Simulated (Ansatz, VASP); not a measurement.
**SnH2 in two plane-wave programs**

Aim: how closely do two programs agree when they are given the same cell, functional and k mesh? The structure shown is frame 59 of Ansatz's trajectory.

Method: plane waves, with VASP 6.6.1 beside it; single point at PBE, in Ansatz 0.2.0.

**1. Starting point**

The cell holds 24 atoms: 8 Sn and 16 H. Cell: a = 13.597 Å, b = 12.792 Å, c = 18.354 Å, α = 90.0°, β = 90.0°, γ = 90.0°. It derives from Sn (diamond-structure). As first built, before any earlier steps moved the atoms (in the runner's words): round section of size parameter 3.53 A cut from diamond-structure Sn (a = 6.489 A) along [110], 4 periods, broken bonds capped with H. Vacuum lies along a and b. The structure's axis is c.

**2. Ansatz: dynamics, PBE**

Ansatz runs on its default PAW (the set named soft_2) files.

One frame of this run of dynamics is then solved in both programs, so the motion causes no difference.

Input file input.yaml:

```yaml
crystal:
  lattice:
    - [13.59679, 0.0, 0.0]
    - [0.0, 12.79242, 0.0]
    - [0.0, 0.0, 18.35366]
  atoms:
    - { symbol: Sn, position: [0.44087, 0.50027, 0.00123] }
    - { symbol: Sn, position: [0.55955, 0.49939, 0.12735] }
    - { symbol: Sn, position: [0.44194, 0.49864, 0.25116] }
    - { symbol: Sn, position: [0.56041, 0.49925, 0.374] }
    - { symbol: Sn, position: [0.43969, 0.49955, 0.49751] }
    - { symbol: Sn, position: [0.55866, 0.49933, 0.62377] }
    - { symbol: Sn, position: [0.44218, 0.50207, 0.75212] }
    - { symbol: Sn, position: [0.55951, 0.50076, 0.87567] }
    - { symbol: H, position: [0.36818, 0.39276, 0.99771] }
    - { symbol: H, position: [0.36982, 0.6103, 0.99948] }
    - { symbol: H, position: [0.63425, 0.60658, 0.12496] }
    - { symbol: H, position: [0.6343, 0.39116, 0.12869] }
    - { symbol: H, position: [0.36692, 0.60719, 0.24907] }
    - { symbol: H, position: [0.36609, 0.38984, 0.24997] }
    - { symbol: H, position: [0.63307, 0.39307, 0.37438] }
    - { symbol: H, position: [0.63092, 0.61011, 0.37539] }
    - { symbol: H, position: [0.36787, 0.39184, 0.50051] }
    - { symbol: H, position: [0.37016, 0.60859, 0.49817] }
    - { symbol: H, position: [0.63263, 0.39285, 0.62656] }
    - { symbol: H, position: [0.63189, 0.60888, 0.62501] }
    - { symbol: H, position: [0.36704, 0.6095, 0.74959] }
    - { symbol: H, position: [0.36811, 0.391, 0.75128] }
    - { symbol: H, position: [0.63276, 0.61119, 0.87585] }
    - { symbol: H, position: [0.63278, 0.39049, 0.87419] }
kpoints:
  mp_grid: { grid: [1, 1, 1] }
hamiltonian:
  xc: pbe
scf:
  occupations: { method: fermi_dirac, width: 0.025 }
output:
  forces: true
md:
  timestep: 0.5
  n_steps: 176
  ensemble: nvt_nose_hoover
  temperature: 300
  initial_velocities: maxwell_boltzmann
  seed: 5951
```

Command:

```console
$ ansatz run input.yaml --threads 4 --pin off --max-ram 8192MiB --backend cpu --events-out ev --progress --plain --runs-dir out
```

Numbers of over 12 decimals in the logs are rounded to 6 here.

What it wrote:

```text
Warning: md: disabling space-group detection — thermal motion breaks the input geometry's symmetry, so no spatial operation reduces the k-mesh or symmetrises the density; time reversal is kept, so that k and −k are solved as one point where they differ and the mesh holds both, and exact exchange and, on two spinor components, a DFT+U term hold to it where the run has them: on two components no moment then forms, and  [...]
Engine: ansatz 0.2.0, aarch64-unknown-linux-gnu
Pseudopotentials: kind: paw
Pseudopotential: Sn, paw, valence charge 14, recommended cutoff 420 eV (normal), Sn.paw.azcp
Pseudopotential: H, paw, valence charge 1, recommended cutoff 420 eV (normal), H.paw.azcp
Functional definition: PBE
  parameter kappa = 0.804
  parameter beta = 0.066725
  exchange = pbe_x(kappa = kappa, mu = beta*pi^2/3)
  correlation = pbe_c(beta = beta)
Crystal: 24 atoms, lattice volume = 3192.359 Å³
Basis set: ecut = 420 eV, 62507 PW (Γ), exchange–correlation on 192×180×250 points (8 copies of the dense FFT grid, shifted against one another)
Bands: 88, of which v1, the nominal top of the filled ones, is band 64 counted from 1 (63 counted from 0)
Symmetry: 1 space group operations
k-points: 1
Non-local potential: Sn, projectors of the file, l = 0: 2, l = 1: 2, l = 2: 2, l = 3: 2
Non-local potential: H, projectors of the file, l = 0: 2, l = 1: 1
PAW form: soft (Blöchl's): semilocal exchange-correlation on the pseudo side does not see the compensation charge
PAW one-centre angular grid: Sn, 590 points (default); XC on 64 Gauss nodes
PAW one-centre angular grid: H, 110 points (default); XC on 64 Gauss nodes
Initial density: superposition of atomic densities (neutral atoms: chi_scale 0, normalization atom), corrected by the library's trained network
Initial wavefunctions: pseudopotential atomic-orbital guess
Functional: x = pbe(κ = 0.804, μ = 0.219515), c = pbe(β = 0.066725)
SCF iter   1: F=—  HF=-48441.187805 eV  |F-HF|=—  |Δ(HF+E_count)|=         —  Δρ=6.61e-4  dr2=3.11e-2  ethr=1.77e-3  ⟨swp⟩=7.0  Hψ=397  notcnv=0  defer=16
preconditioner: auto → Resta (q_TF=auto, 1.596 Å⁻¹)  ε∞=1.3  [insulator: Δε(μ)=2.404 eV  Ē_g=8.459 eV  σ=0.025 eV  W_gap=1.00  n_scr=224 (ndim 8)  ℏωp=4.6 eV  f_vac=0.805  D(μ)=0.00/eV (n_scr^D=0)  ε∞_Penn≈1.3  vacuum switching on, ρ_ref=5.2e-3 e/Å³]
SCF iter   2: F=—  HF=-48441.198903 eV  |F-HF|=—  |Δ(HF+E_count)|=   1.11e-2  Δρ=2.96e-4  dr2=5.38e-3  ethr=2.43e-5  ⟨swp⟩=4.0  Hψ=176  notcnv=0  defer=19
SCF iter   3: F=—  HF=-48441.203378 eV  |F-HF|=—  |Δ(HF+E_count)|=   4.47e-3  Δρ=9.91e-5  dr2=7.24e-4  ethr=4.21e-6  ⟨swp⟩=3.0  Hψ=138  notcnv=0  defer=19
SCF iter   4: F=—  HF=-48441.203835 eV  |F-HF|=—  |Δ(HF+E_count)|=   4.58e-4  Δρ=3.61e-5  dr2=5.70e-5  ethr=5.65e-7  ⟨swp⟩=2.0  Hψ=138  notcnv=0  defer=19
SCF iter   5: F=—  HF=-48441.203930 eV  |F-HF|=—  |Δ(HF+E_count)|=   9.49e-5  Δρ=1.13e-5  dr2=5.45e-6  ethr=4.45e-8  ⟨swp⟩=2.0  Hψ=128  notcnv=0  defer=19
SCF iter   6: F=—  HF=-48441.203885 eV  |F-HF|=—  |Δ(HF+E_count)|=   4.46e-5  Δρ=2.36e-6  dr2=2.40e-7  ethr=4.26e-9  ⟨swp⟩=2.0  Hψ=112  notcnv=0  defer=19
SCF iter   7: F=-48441.203886 eV  HF=-48441.203885 eV  |F-HF|=1.21e-7  |Δ(HF+E_count)|=   5.76e-8  Δρ=7.25e-7  dr2=2.20e-8  ethr=1.87e-11  ⟨swp⟩=6.0  Hψ=304  notcnv=0
SCF 1 converged in 7 iterations: F = -48441.203886 eV  dr2 = 2.20e-8
  greatest PAW one-centre occupation: 0.990 electrons in one spin orbital (limit 2), on the Sn atom at site 0 (counted from 0), in its partial waves of l = 2
md step     0: t =     0.00 fs  T =   300.0 K  F+E_penalty+E_count = -48441.20388560 eV  E_kin = 0.891894 eV  conserved = -48440.31199161 eV  (7 SCF iters)
[... from here on, the SCF cycles and remarks between the steps are left out ...]
md step   160: t =    80.00 fs  T =   203.2 K  F+E_penalty+E_count = -48440.77661880 eV  E_kin = 0.604008 eV  conserved = -48440.31047720 eV  (6 SCF iters)
md step   161: t =    80.50 fs  T =   207.0 K  F+E_penalty+E_count = -48440.78644312 eV  E_kin = 0.615360 eV  conserved = -48440.31055179 eV  (3 SCF iters)
md step   162: t =    81.00 fs  T =   212.3 K  F+E_penalty+E_count = -48440.80073723 eV  E_kin = 0.631204 eV  conserved = -48440.31064207 eV  (3 SCF iters)
md step   163: t =    81.50 fs  T =   218.7 K  F+E_penalty+E_count = -48440.81799749 eV  E_kin = 0.650046 eV  conserved = -48440.31074834 eV  (3 SCF iters)
md step   164: t =    82.00 fs  T =   225.4 K  F+E_penalty+E_count = -48440.83648170 eV  E_kin = 0.670149 eV  conserved = -48440.31086998 eV  (2 SCF iters)
md step   165: t =    82.50 fs  T =   231.9 K  F+E_penalty+E_count = -48440.85424065 eV  E_kin = 0.689567 eV  conserved = -48440.31100284 eV  (3 SCF iters)
md step   166: t =    83.00 fs  T =   237.5 K  F+E_penalty+E_count = -48440.86919676 eV  E_kin = 0.706227 eV  conserved = -48440.31113782 eV  (2 SCF iters)
md step   167: t =    83.50 fs  T =   241.5 K  F+E_penalty+E_count = -48440.87928804 eV  E_kin = 0.718070 eV  conserved = -48440.31126126 eV  (3 SCF iters)
md step   168: t =    84.00 fs  T =   243.3 K  F+E_penalty+E_count = -48440.88268232 eV  E_kin = 0.723265 eV  conserved = -48440.31135569 eV  (2 SCF iters)
md step   169: t =    84.50 fs  T =   242.3 K  F+E_penalty+E_count = -48440.87805137 eV  E_kin = 0.720483 eV  conserved = -48440.31140169 eV  (3 SCF iters)
md step   170: t =    85.00 fs  T =   238.5 K  F+E_penalty+E_count = -48440.86487283 eV  E_kin = 0.709198 eV  conserved = -48440.31138142 eV  (6 SCF iters)
md step   171: t =    85.50 fs  T =   232.1 K  F+E_penalty+E_count = -48440.84370760 eV  E_kin = 0.689964 eV  conserved = -48440.31128188 eV  (3 SCF iters)
md step   172: t =    86.00 fs  T =   223.5 K  F+E_penalty+E_count = -48440.81637816 eV  E_kin = 0.664587 eV  conserved = -48440.31110007 eV  (3 SCF iters)
md step   173: t =    86.50 fs  T =   214.0 K  F+E_penalty+E_count = -48440.78596634 eV  E_kin = 0.636123 eV  conserved = -48440.31085133 eV  (3 SCF iters)
md step   174: t =    87.00 fs  T =   204.7 K  F+E_penalty+E_count = -48440.75656182 eV  E_kin = 0.608627 eV  conserved = -48440.31056952 eV  (3 SCF iters)
md step   175: t =    87.50 fs  T =   197.3 K  F+E_penalty+E_count = -48440.73273211 eV  E_kin = 0.586625 eV  conserved = -48440.31030330 eV  (2 SCF iters)
md step   176: t =    88.00 fs  T =   193.2 K  F+E_penalty+E_count = -48440.71875993 eV  E_kin = 0.574365 eV  conserved = -48440.31010816 eV  (6 SCF iters)
SCF converged after 6 iterations
Free energy (F): -48440.718760 eV
Harris-Foulkes:  -48440.718760 eV  (|F-HF|=2.42e-9)
Internal energy: -48440.718760 eV  (E = F + TS)
E sigma→0 (E₀):  -48440.718760 eV
Fermi energy:    -2.955634 eV
--- Per-component energies (eV) ---
  E_band       = -2343.022546
  E_kinetic    = 1706.181381
  E_local      = -33292.642599  (includes V_loc(G=0)·N_el)
  E_nonlocal   = -227.763071
  E_hartree    = 16652.233989
  E_xc         = -3186.902089
  E_vxc        = -933.299192  (∫ρ·V_xc dr)
  E_paw        = -33128.062426  (= ΣΔE_a)
  E_vpaw       = -2899.951040  (= ΣTr[D̂ρ^β])
  E_aug_tail   = -0.018401  (compensation charges beyond the density's cutoff)
  E_ewald      = 3036.254456
  E_smearing   = -0.000000  (= −TS)
  E_closure    = -0.000000  (closes the sum)
  Σ components = -48440.718760   (vs F -48440.718760, Δ=0.00e0)
--- Forces (eV/Å), atoms counted from 1 ---
  atom   1  Sn     1.10710215     0.70915397    -0.19632936
  atom   2  Sn     0.63500420    -0.07594571     0.16184452
  atom   3  Sn     0.60759482     0.08025245    -0.06913152
  atom   4  Sn    -0.00247567    -0.08415986     0.16430314
  atom   5  Sn     1.38670574     0.42630688    -0.15343456
  atom   6  Sn    -0.34600010     0.94997934    -0.42114322
  atom   7  Sn    -0.11299784    -0.29464380     0.52563103
  atom   8  Sn    -1.24657413     0.41555488    -0.20678301
  atom   9  H     -0.89640961    -1.06932734     0.04581322
  atom  10  H     -0.44700766     0.31511596    -0.00219313
  atom  11  H     -0.31855123    -0.27549204     0.08034470
  atom  12  H     -0.17402823     0.33416876    -0.06937967
  atom  13  H     -0.12380882     0.15353560     0.11764432
  atom  14  H     -0.13811346    -0.14172297     0.08203206
  atom  15  H     -0.22562176     0.40536804     0.01793039
  atom  16  H     -0.37710192    -0.31554836    -0.11078367
  atom  17  H     -0.82274590    -0.86369238     0.03642234
  atom  18  H     -0.44878409     0.38212733    -0.15996178
  atom  19  H      0.84924610    -0.91527660     0.12032421
  atom  20  H     -0.08702269     0.15802850    -0.00931551
  atom  21  H      0.08280569     0.24447480     0.04715115
  atom  22  H     -0.02876443    -0.27007591    -0.00360555
  atom  23  H      0.45693336     0.55774081     0.06375689
  atom  24  H      0.67065942    -0.82592681    -0.06113410
  max |Σ_I F_I| component: 4.39e-5 eV/Å
--- MD trajectory: 176 steps, t = 0.0 → 88.0 fs ---
  final state: T = 193.2 K   F+E_penalty+E_count = -48440.71875993 eV   E_kin = 0.574365 eV
  conserved energy: peak-to-peak 1.889e-3 eV (7.872e-5 eV/atom) over 88.0 fs
```

(Continued in part 2 of 2.)

[Lines on the potential files, build, host, timing and source positions are cut from VASP's logs without a mark.]

[Logs are printed without paths, hosts, clocks, repeated set-up lines and the standing remarks that a program may print on its own settings, such as how far it seeks lower states.]

[Hosts, paths, dates, database ids (printed as entryN), source tags and the programs' standing remarks are cut or masked in the printed files.]
